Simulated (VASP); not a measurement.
Here is the system:

```
CELL_PARAMETERS angstrom
      0.00000     3.26132     3.26132
      3.26132     0.00000     3.26132
      3.26132     3.26132     0.00000
ATOMIC_POSITIONS crystal
  Na 0.25000 0.25000 0.25000
  Na 0.75000 0.75000 0.75000
  S  0.00000 0.00000 0.00000
```

Calculation: optB86b-vdW, VASP's PBE PAW potentials (set 64) (plane waves; VASP). Run with 520 eV cut-off, Gaussian smearing of 0.050 eV, potentials Na_pv S.

**Question.** Estimate the band gap (along the path) with the smallest direct gap where there is one.

**Answer.** 
```json
{
  "band gap (along the path)": "2.50 eV",
  "smallest direct gap (along the path)": "2.50 eV"
}
```

Only differences to runs with the same potentials and settings are physical.

The compound is Na2S in the antifluorite structure. It was relaxed first.
